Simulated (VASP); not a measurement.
Consider the following.

```
CELL_PARAMETERS angstrom
      3.53429    -1.89447    -0.05383
      3.53429     1.89447    -0.05383
      2.56656     0.00000     3.08155
ATOMIC_POSITIONS crystal
  As 0.23050 0.23050 0.23050
  As 0.76950 0.76950 0.76950
```

The numbers are results of PBEsol GGA, VASP's PBE PAW potentials (set 64) (plane waves; VASP), not measurements. Numerical set-up: 400 eV cut-off, 13×13×13 Γ-centred mesh, tetrahedra with Blöchl corrections, potentials As.

Q: Estimate the energy per atom (σ→0), band gap (on the k-mesh) with the smallest direct gap where there is one.

A: 
```yaml
band gap (on the k-mesh): none (metal, semimetal or under 0.01 eV)
energy per atom (σ→0): -5.108 eV/atom
```

Only differences to runs with the same potentials and settings are physical.

The compound is As in the a7 structure. It was relaxed first.
